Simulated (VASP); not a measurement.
Write the native input for VASP 6.6.1 that does the following.

```yaml
Task: band structure
Functional: PBE
Potentials_or_basis: VASP PAW PBE potentials, release 64 (Sb, Te, O)
Cutoff: 520 eV
k_mesh: 8 × 8 × 4
Occupations: gaussian, width 0.1 eV
Spin: no spin polarisation
Further_INCAR_settings: ALGO = Fast; EDIFF = 1e-06
```

Sb2Te4O:

```
Sb Te O
1.0
     4.50308   -2.08951    0.00000
     4.50308    2.08951    0.00000
    -4.07705    0.00000   12.74900
Sb Te O
2 4 1
Cartesian
  7.4388 0.0000 1.2043
  -2.5097 0.0000 11.5447
  3.6932 0.0000 3.0400
  1.2359 0.0000 9.7090
  4.3345 0.0000 7.2624
  0.5946 0.0000 5.4866
  0.0000 0.0000 0.0000
```

The cell was built by a generator and needn't be a form met in nature.

The input as run:

POSCAR

```
Sb2Te4O
1.0
    4.5030770000     -2.0895100000      0.0000000000
    4.5030770000      2.0895100000      0.0000000000
   -4.0770480000      0.0000000000     12.7489980000
Sb Te O
2 4 1
Direct
    0.8687340000      0.8687340000      0.0944610000
    0.1312660000      0.1312660000      0.9055390000
    0.5180190000      0.5180190000      0.2384530000
    0.4819810000      0.4819810000      0.7615470000
    0.7391580000      0.7391580000      0.5696420000
    0.2608420000      0.2608420000      0.4303580000
    0.0000000000      0.0000000000      0.0000000000
```

INCAR.step1

```
ALGO     = Fast           # electronic algorithm
EDIFF    = 1E-6           # SCF threshold, eV
ENCUT    = 520            # plane-wave cutoff, eV
GGA      = PE             # functional
ISIF     = 2              # what is computed and relaxed
ISMEAR   = 0              # smearing method
KPAR     = 4            
LASPH    = T              # aspherical terms in the spheres
LCHARG   = T              # write CHGCAR
LREAL    = F              # projectors in reciprocal space
LWAVE    = F              # write WAVECAR
NELM     = 100            # most SCF steps
PREC     = Accurate       # precision mode
SIGMA    = 0.1            # smearing width, eV
```

KPOINTS.step1

```
k-points
0
Gamma
  8 8 4
```

INCAR.step2

```
ALGO     = Fast           # electronic algorithm
EDIFF    = 1E-6           # SCF threshold, eV
ENCUT    = 520            # plane-wave cutoff, eV
GGA      = PE             # functional
ICHARG   = 11             # starting density
ISIF     = 2              # what is computed and relaxed
ISMEAR   = 0              # smearing method
KPAR     = 4            
LASPH    = T              # aspherical terms in the spheres
LCHARG   = F              # write CHGCAR
LREAL    = F              # projectors in reciprocal space
LWAVE    = F              # write WAVECAR
NELM     = 100            # most SCF steps
PREC     = Accurate       # precision mode
SIGMA    = 0.05           # smearing width, eV
```

KPOINTS.step2

```
path GYFLI,I1ZF1,YX1,XGN,MG
15
line-mode
reciprocal
 0.0000000000  0.0000000000  0.0000000000  G
-0.5000000000 -0.5000000000  0.0000000000  Y

-0.5000000000 -0.5000000000  0.0000000000  Y
-0.5053432179 -0.5053432179  0.0521419145  F

-0.5053432179 -0.5053432179  0.0521419145  F
-0.5000000000 -0.5000000000  0.5000000000  L

-0.5000000000 -0.5000000000  0.5000000000  L
-0.7028271288 -0.2971728712  0.5000000000  I

-0.2971728712  0.2971728712  0.5000000000  I1
 0.0000000000  0.0000000000  0.5000000000  Z

 0.0000000000  0.0000000000  0.5000000000  Z
-0.4946567821 -0.4946567821  0.9478580855  F1

-0.5000000000 -0.5000000000  0.0000000000  Y
-0.6906668577 -0.3093331423  0.0000000000  X1

-0.3093331423  0.3093331423  0.0000000000  X
 0.0000000000  0.0000000000  0.0000000000  G

 0.0000000000  0.0000000000  0.0000000000  G
-0.5000000000  0.0000000000  0.0000000000  N

-0.5000000000  0.0000000000  0.5000000000  M
 0.0000000000  0.0000000000  0.0000000000  G
```

Potentials or basis: VASP PAW PBE potentials, release 64 (Sb, Te, O).

The run is started by

```bash
$ cat potpaw_PBE.64/Sb/POTCAR potpaw_PBE.64/Te/POTCAR potpaw_PBE.64/O/POTCAR > POTCAR
$ cp INCAR.step1 INCAR
$ cp KPOINTS.step1 KPOINTS
$ mpirun -np 4 vasp_std > vasp.out
$ cp INCAR.step2 INCAR
$ cp KPOINTS.step2 KPOINTS
$ mpirun -np 4 vasp_std > vasp.out
```

Results of the run:

```json
{
  "Band gap along the path": "none (metal or under the smearing width)"
}
```

Caveat: the log is that of the step along the path at fixed density, whose energy, stress, charges and moments have no meaning; spin-orbit coupling is left out, which moves the levels of the heavy elements.

Run time: 3.2 min on 4 MPI ranks on Intel(R) Xeon(R) 6975P-C (Granite Rapids), on a shared host, peak memory 0.97 GiB a rank.
